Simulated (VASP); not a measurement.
Output of a VASP run:

### OSZICAR
```
       N       E                     dE             d eps       ncg     rms          rms(c)
DAV:   1     0.111530254191E+03    0.11153E+03   -0.98296E+03   390   0.153E+03
DAV:   2    -0.219026245134E+02   -0.13343E+03   -0.13029E+03   470   0.385E+02
DAV:   3    -0.254995253110E+02   -0.35969E+01   -0.35806E+01   458   0.596E+01
DAV:   4    -0.255287753471E+02   -0.29250E-01   -0.29239E-01   450   0.590E+00
DAV:   5    -0.255290423988E+02   -0.26705E-03   -0.26685E-03   440   0.561E-01    0.323E+01
DAV:   6    -0.225270614036E+02    0.30020E+01   -0.94581E+00   440   0.317E+01    0.855E+00
DAV:   7    -0.224616192789E+02    0.65442E-01   -0.36818E-01   395   0.564E+00    0.600E+00
DAV:   8    -0.224362587336E+02    0.25361E-01   -0.75702E-02   425   0.250E+00    0.871E-01
DAV:   9    -0.224346078107E+02    0.16509E-02   -0.54741E-03   435   0.532E-01    0.146E-01
DAV:  10    -0.224345466117E+02    0.61199E-04   -0.28959E-04   435   0.218E-01    0.855E-02
DAV:  11    -0.224345464794E+02    0.13230E-06   -0.19375E-05   430   0.422E-02    0.909E-03
DAV:  12    -0.224345449228E+02    0.15566E-05   -0.56439E-06   405   0.255E-02    0.333E-03
DAV:  13    -0.224345450249E+02   -0.10209E-06   -0.13667E-07   195   0.438E-03
   1 F= -.22434545E+02 E0= -.22434583E+02  d E =0.113230E-03
```

### OUTCAR
```
------------------------ aborting loop because EDIFF is reached ----------------------------------------
  FORCE on cell =-STRESS in cart. coord.  units (eV):
  Direction    XX          YY          ZZ          XY          YZ          ZX
  --------------------------------------------------------------------------------------
  Total        0.8679438      0.8679439      0.4163541      0.0000000      0.0000000     -0.0000000
  in kB       66.7678272     66.7678312     32.0286370      0.0000000      0.0000000     -0.0000000
  external PRESSURE =      55.1880985 kB  Pullay stress =       0.0000000 kB
  volume of cell :       20.83
      direct lattice vectors                 reciprocal lattice vectors
     1.455000000 -2.520134000  0.000000000     0.343642612 -0.198402148  0.000000000
     1.455000000  2.520134000  0.000000000     0.343642612  0.198402148  0.000000000
     0.000000000  0.000000000  2.840000000     0.000000000  0.000000000  0.352112676
 POSITION                                       TOTAL-FORCE (eV/Angst)
 -----------------------------------------------------------------------------------
      0.00000      0.00000      0.00000        -0.000000     -0.000000      0.000000
      1.45500      0.84005      1.42000         0.000000      0.000000      0.000000
 -----------------------------------------------------------------------------------
    total drift:                               -0.000000     -0.000386      0.000000
  FREE ENERGIE OF THE ION-ELECTRON SYSTEM (eV)
  ---------------------------------------------------
  free  energy   TOTEN  =       -22.4345450249 eV

  energy  without entropy=      -22.4346582548  energy(sigma->0) =      -22.43458277
```
(Selected blocks of OUTCAR.)

### POSCAR
```
WC
1
    1.4550000000    -2.5201340000     0.0000000000
    1.4550000000     2.5201340000     0.0000000000
    0.0000000000     0.0000000000     2.8400000000
W C
1 1
Direct
  0.0000000000   0.0000000000   0.0000000000
  0.3333330000   0.6666670000   0.5000000000
```

Problem. Reconstruct the remaining input files.

Solution. Several could match; the one computed here: the input of the run itself, PBE GGA, plane waves, VASP's PBE PAW potentials (set 64).

**INCAR**
```
LCHARG = .FALSE.
PREC = Accurate
NELM = 100   # most electronic steps
KSPACING = 0.5
LASPH = .TRUE.   # aspherical one-centre terms
LMAXMIX = 6   # l cut-off of mixed one-centre charges
LREAL = .FALSE.
ISIF = 2   # forces and stress, cell fixed
SIGMA = 0.1   # width (eV)
ALGO = Normal   # blocked Davidson
EDIFF = 1E-6   # SCF stop (eV)
KGAMMA = .TRUE.
LWAVE = .FALSE.
ENCUT = 520
SYSTEM = WC
GGA = PE
ISMEAR = 1   # Methfessel-Paxton
```

POTCAR, in this order: W_sv C (PBE.64 set). Program: vasp_std.

The compound is WC in the wc structure. The cell was not relaxed at this level. The run is one of a series of settings (KGAMMA = .TRUE., KSPACING = 0.5, KPOINTS file removed against the base run), some of them coarse on purpose.
